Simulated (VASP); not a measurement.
```
CELL_PARAMETERS angstrom
      0.00000     2.10366     2.10366
      2.10366     0.00000     2.10366
      2.10366     2.10366     0.00000
ATOMIC_POSITIONS crystal
  Mg 0.00000 0.00000 0.00000
  O  0.50000 0.50000 0.50000
```

Level of theory: PBE GGA with D3 dispersion (zero damping), VASP's PBE PAW potentials (set 64) (plane waves; VASP). Numerical set-up: 520 eV cut-off, Gaussian smearing of 0.050 eV, potentials Mg O.

Problem. What does the run give for the band gap (along the path) with the smallest direct gap where there is one?

Solution. 
The band gap (along the path) is 4.76 eV. The smallest direct gap (along the path) comes out as 4.76 eV.

The compound is MgO in the rock salt structure. It was relaxed first.
